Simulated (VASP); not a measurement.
Input of a VASP 6.6.1 run:

The input INCAR:

```
ALGO = Fast ; EDIFF = 1E-7
ENCUT = 520 ; GGA = PE
ISIF = 2 ; ISMEAR = 0
LASPH = True ; LCHARG = True
LELF = True ; LREAL = False
LVHAR = True ; LWAVE = False
NBANDS = 24 ; NELM = 80
PREC = Accurate ; SIGMA = 0.1
```

The input KPOINTS:

```
k-points
0
Gamma
  9 9 12
```

Contents of POSCAR:

```
BiB5
1.0
    4.8062935312      0.0000000000      0.0000000000
   -2.4031467656      4.1623722961      0.0000000000
    0.0000000000      0.0000000000      2.9599254073
B Bi
5 1
Direct
    0.6666666667      0.3333333333      0.0000000000
    0.5000000000      0.0000000000      0.5000000000
    0.5000000000      0.5000000000      0.5000000000
    0.0000000000      0.5000000000      0.5000000000
    0.3333333333      0.6666666667      0.0000000000
    0.0000000000      0.0000000000      0.0000000000
```

Potentials or basis: VASP PAW PBE potentials, release 64 (B, Bi_d).

Command:

```sh
$ cat potpaw_PBE.64/B/POTCAR potpaw_PBE.64/Bi_d/POTCAR > POTCAR
$ mpirun -np 1 vasp_std > vasp.out
```

Q: Predict the band gap on the k mesh.

A: None (metal or under the smearing width).

Q: What does it give for the pressure?

A: 0.0 GPa.

Caveat: spin-orbit coupling is left out, which moves the levels of the heavy elements.
